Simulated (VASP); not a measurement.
Here is the system:

```yaml
crystal:
  lattice:
    - [3.27307, 0.00000, 0.00000]
    - [-1.63654, 2.83456, 0.00000]
    - [0.00000, 0.00000, 26.34770]
  atoms:
    - { symbol: W, position: [0.66667, 0.33333, 0.37448] }
    - { symbol: W, position: [0.33333, 0.66667, 0.62552] }
    - { symbol: Se, position: [0.33333, 0.66667, 0.43811] }
    - { symbol: Se, position: [0.33333, 0.66667, 0.31092] }
    - { symbol: Se, position: [0.66667, 0.33333, 0.68908] }
    - { symbol: Se, position: [0.66667, 0.33333, 0.56189] }
```

Computed with PBEsol GGA, VASP's PBE PAW potentials (set 64) (plane waves; VASP 6.6.1). Run with PREC = Normal, 400 eV cut-off, 12×12×1 Γ-centred mesh, Gaussian smearing of 0.050 eV, potentials W_sv Se.

**Question.** Estimate the energy per atom (σ→0).

**Answer.** 
The energy per atom (σ→0) is -7.752 eV/atom.

The cell is a sheet with vacuum, built from WSe2 (2H layered).
